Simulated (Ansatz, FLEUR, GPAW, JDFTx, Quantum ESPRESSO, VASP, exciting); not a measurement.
C: 12 runs at one level of theory

```
CELL_PARAMETERS angstrom
0.00000 1.78337 1.78337
1.78337 0.00000 1.78337
1.78337 1.78337 0.00000
ATOMIC_POSITIONS crystal
C 0.75000 0.75000 0.75000
C 0.50000 0.50000 0.50000
```

Alike in all runs: task band structure; functional PBEsol; k mesh 13 × 13 × 13; occupations fermi-dirac, width 0.05 eV; no spin polarisation; no spin-orbit coupling. Pressure is positive in compression and, in plane waves, holds the error of the finite cutoff, which Ansatz's Pulay term estimates and takes out. Gaps are the smaller of the mesh's and the band path's.

| program and potentials | plane-wave cutoff (eV) | notes | band gap (eV) | pressure (GPa) |
| --- | --- | --- | --- | --- |
| Ansatz, Ansatz PAW | 420 | potentials made for PBE, which Ansatz adapts in part; Pulay term of +1.04 GPa included | 4.01 | -4.81 |
| VASP, PBE PAW files C, 520 eV | 520 | potentials made for PBE | 4.00 | -3.75 |
| Quantum ESPRESSO, PseudoDojo 0.4.1 SR PBEsol standard | 1116 | - | 4.05 | -3.34 |
| exciting, all-electron LAPW+lo, shipped species files, valence relativity iora* | - | - | 4.01 | - |
| Ansatz, JTH PAW | 780 | potentials made for PBE; Pulay term of +0.28 GPa included | 4.00 | -5.36 |
| Ansatz, all-electron LAPW, scalar-relativistic | - | - | 4.01 | -4.78 |
| Ansatz, Ansatz PAW (files of its older set among them) | 820 | potentials made for PBE, which Ansatz adapts in part | 4.01 | -4.67 |
| GPAW, PAW data sets generated for this functional | 800 | - | 4.00 | -5.16 |
| Ansatz, PseudoDojo stringent (PBEsol files) | 1116 | Pulay term of +0.20 GPa included | 4.05 | -3.05 |
| FLEUR, all-electron, FLAPW | - | - | 4.01 | - |
| JDFTx, SG15-PBE-1.2 with smoothed tails | 1361 | potentials made for PBE | 4.00 | - |
| JDFTx, PseudoDojo-SR-PBEsol-0.4.1-standard | 1116 | - | 4.05 | - |

The band gap spans 4.00 (JDFTx, SG15-PBE-1.2 with smoothed tails) to 4.05 eV (Quantum ESPRESSO, PseudoDojo 0.4.1 SR PBEsol standard), with all-electron results at 4.01. The pressure spans -5.36 (Ansatz, JTH PAW) to -3.05 GPa (Ansatz, PseudoDojo stringent (PBEsol files)), with all-electron results at -4.78. The paths' points differ, which is worth about 0.01 eV.

The functional is the same throughout but for its coding, so the spread measures potentials, basis and numerics; runs on potential files found faulty are left out.
